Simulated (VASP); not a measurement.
Given:

```xyz
2
Lattice="0.0000 2.8700 2.8700 2.8700 0.0000 2.8700 2.8700 2.8700 0.0000" Properties=species:S:1:pos:R:3 pbc="T T T"
Zn     0.0000     0.0000     0.0000
Se     4.3050     4.3050     4.3050
```

All values below come from PBE GGA, VASP's PBE PAW potentials (set 64) (plane waves; VASP). Run with PREC = Normal, EDIFF = 1E-5, 400 eV cut-off, 8×8×8 Γ-centred mesh, Gaussian smearing of 0.050 eV, potentials Zn Se.

Question: What does the run give for the energy per atom (σ→0), band gap (on the k-mesh) with the smallest direct gap where there is one?

Answer: 
| Property | Result |
|---|---|
| band gap (on the k-mesh) | 1.14 eV |
| smallest direct gap (on the k-mesh) | 1.14 eV |
| energy per atom (σ→0) | -291.0 kJ/mol of atoms |

Total energies compare only between runs with the same potentials, cut-off and functional.

The structure comes from a computed database's ZnSe entry (F-43m); how it stands against other phases isn't given here. It was relaxed first.
